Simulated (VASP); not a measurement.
## W: relaxation of cell and atoms with PBEsol

Crystal: W.

```
W
1.0
    -1.58234    1.58234    1.58234
     1.58234   -1.58234    1.58234
     1.58234    1.58234   -1.58234
W
1
Direct
  0.00000 0.00000 0.00000
```

* Program: VASP 6.6.1
* Task: relaxation of cell and atoms
* Functional: PBEsol
* Potentials or basis: VASP PAW PBE potentials, release 64 (W_sv)
* Cutoff: 600 eV
* k mesh: 16 × 16 × 16
* Occupations: methfessel-paxton, width 0.1 eV
* Spin: no spin polarisation
* Further INCAR settings: ALGO = Normal; EDIFF = 1e-06; IBRION = 2; EDIFFG = -0.01; NSW = 90; ISIF = 3

The relaxed volume is 15.71 Å³/atom, the relaxed cell is a = 2.733 Å, b = 2.733 Å, c = 2.733 Å, α = 109.47°, β = 109.47°, γ = 109.47° and the space group after relaxing (to 0.05 Å) is Im-3m (No. 229). The energy gained by relaxing is 1.3 meV/atom. The ionic steps are 3, the pressure after relaxing is 0.0 GPa and the band gap on the k mesh is none (metal or under the smearing width).

Step by step:
```
step  energy change (eV)  largest force (eV/Å)  pressure (GPa)  volume (Å³)
   1              0.0000                0.0000           -2.89        15.85
   2              0.0164                0.0000           11.53        15.20
   3             -0.0013                0.0000           -0.02        15.71
```

Final structure:
```cif
data_structure
_symmetry_space_group_name_H-M 'P 1'
_symmetry_Int_Tables_number 1
_cell_length_a 2.7326
_cell_length_b 2.7326
_cell_length_c 2.7326
_cell_angle_alpha 109.471
_cell_angle_beta 109.471
_cell_angle_gamma 109.471
_cell_volume 15.71
loop_
_atom_site_label
_atom_site_type_symbol
_atom_site_fract_x
_atom_site_fract_y
_atom_site_fract_z
_atom_site_occupancy
W1 W 0.00000 0.00000 0.00000 1
```

Levels at points of the mesh, in eV from the Fermi level:
```
           k point  band 3  band 4  band 5  band 6  band 7  band 8  band 9  band 10  band 11
(0.00, 0.00, 0.00)  -37.72  -37.72   -9.75   -1.29   -1.29   -1.29    2.22     2.22    14.52
(0.50, 0.00, 0.00)  -38.15  -37.73   -6.39   -3.66    0.68    2.12    3.11     6.21    11.18
(0.50, 0.50, 0.50)  -38.65  -38.65   -5.97   -5.97    5.20    5.20    5.20     8.28     8.28
```

It took 10 s on 4 MPI ranks on Intel(R) Xeon(R) Platinum 8488C (Sapphire Rapids) (shared host), peak memory 0.15 GiB a rank.

Caveat: the PAW data sets were made with another functional, which shifts forces and pressure a little. The run has no spin-orbit coupling, so splittings on W are missing.
